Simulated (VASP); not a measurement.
A convergence study with VASP on CoSi2 (fluorite): one setting is varied, all else stays as given below, so the limit is that of these other settings.

```xyz
3
Lattice="0.0000 2.6800 2.6800 2.6800 0.0000 2.6800 2.6800 2.6800 0.0000" Properties=species:S:1:pos:R:3 pbc="T T T"
Co     0.0000     0.0000     0.0000
Si     1.3400     1.3400     1.3400
Si     4.0200     4.0200     4.0200
```

All values below come from PBEsol GGA, VASP's PBE PAW potentials (set 64) (plane waves; VASP). The tightest run used: 550 eV cut-off, 15×15×15 Monkhorst-Pack mesh, first-order Methfessel-Paxton smearing of 0.10 eV, potentials Co Si.

Q: The settings run are 1×1×1 mesh; 2×2×2 mesh; 3×3×3 mesh; 4×4×4 mesh; 5×5×5 mesh; 6×6×6 mesh; 7×7×7 mesh; 8×8×8 mesh; 9×9×9 mesh; 10×10×10 mesh; 11×11×11 mesh; 12×12×12 mesh; 13×13×13 mesh; 14×14×14 mesh; 15×15×15 mesh. From which on does the stress (every component) stay within 0.1 GPa of the tightest run?

A: From 10×10×10 mesh on: it is off by 0.01 there and by no more than 0.1 in any finer run, while 9×9×9 mesh is off by 0.13.
```csv
setting,E (eV/atom),pressure (GPa),irreducible k-points,difference judged (GPa)
1×1×1 mesh,0.3991,104.12,1,109.04
2×2×2 mesh,-7.0863,-5.68,2,0.77
3×3×3 mesh,-6.9244,-5.15,4,0.24
4×4×4 mesh,-6.9882,-4.71,10,0.20
5×5×5 mesh,-6.9800,-4.54,10,0.38
6×6×6 mesh,-6.9868,-4.80,28,0.12
7×7×7 mesh,-6.9908,-4.87,20,0.04
8×8×8 mesh,-6.9870,-4.83,60,0.08
9×9×9 mesh,-6.9871,-4.79,35,0.13
10×10×10 mesh,-6.9881,-4.91,110,0.01
11×11×11 mesh,-6.9894,-4.95,56,0.03
12×12×12 mesh,-6.9887,-4.92,182,0.01
13×13×13 mesh,-6.9876,-4.89,84,0.02
14×14×14 mesh,-6.9887,-4.92,280,0.00
15×15×15 mesh,-6.9885,-4.91,120,0.00
```

VASP warned of too few bands at 1×1×1 mesh.

Left out are rungs that failed or repeat a setting and relaxations that didn't move; long series are thinned to 24 rows.

The compound is CoSi2 in the fluorite structure. The cell was not relaxed at this level. The run is not spin-polarised, so no magnetic state was tried. The electron count is odd and the run is not spin-polarised, which forces a metal. VASP warned that the highest band is occupied, so more bands are needed.
